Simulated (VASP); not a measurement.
Crystal: Pt.

```xyz
1
Lattice="0.0000 1.9609 1.9609 1.9609 0.0000 1.9609 1.9609 1.9609 0.0000" Properties=species:S:1:pos:R:3 pbc="T T T"
Pt    0.0000    0.0000    0.0000
```

* Program: VASP 6.6.1
* Task: relaxation of cell and atoms
* Functional: PBE
* Potentials or basis: VASP PAW PBE potentials, release 64 (Pt)
* Cutoff: 520 eV
* k mesh: 26 × 26 × 26
* Occupations: gaussian, width 0.1 eV
* Spin: no spin polarisation

At the start: pressure 9.5 GPa; volume 15.08 Å³/atom.

Q: Where does the relaxation end?

A: Over 17 steps the energy falls by 15.1 meV/atom and the volume is 15.61 Å³/atom (+3.5 %); space group Fm-3m (No. 225, to 0.05 Å).

The path:
```tsv
step	energy change (eV)	largest force (eV/Å)	pressure (GPa)	volume (Å³)
1	0.0000	0.0000	9.50	15.08
2	0.0771	0.0000	-17.71	17.12
3	-0.0151	0.0000	-0.31	15.63
4	-0.0151	0.0000	-0.02	15.61
5	-0.0151	0.0000	0.15	15.60
6	-0.0151	0.0000	0.16	15.60
7	-0.0151	0.0000	0.12	15.60
8	-0.0151	0.0000	0.12	15.60
9	-0.0151	0.0000	0.12	15.60
10	-0.0151	0.0000	0.12	15.60
11	-0.0151	0.0000	0.12	15.60
12	-0.0151	0.0000	0.12	15.60
13	-0.0151	0.0000	0.10	15.61
14	-0.0151	0.0000	0.08	15.61
15	-0.0151	0.0000	0.03	15.61
16	-0.0151	0.0000	-0.06	15.62
17	-0.0151	0.0000	0.00	15.61
```

Final structure:
```
Pt
1.0
     0.00000    1.98369    1.98369
     1.98369    0.00000    1.98369
     1.98369    1.98369    0.00000
Pt
1
Direct
  0.00000 0.00000 0.00000
```
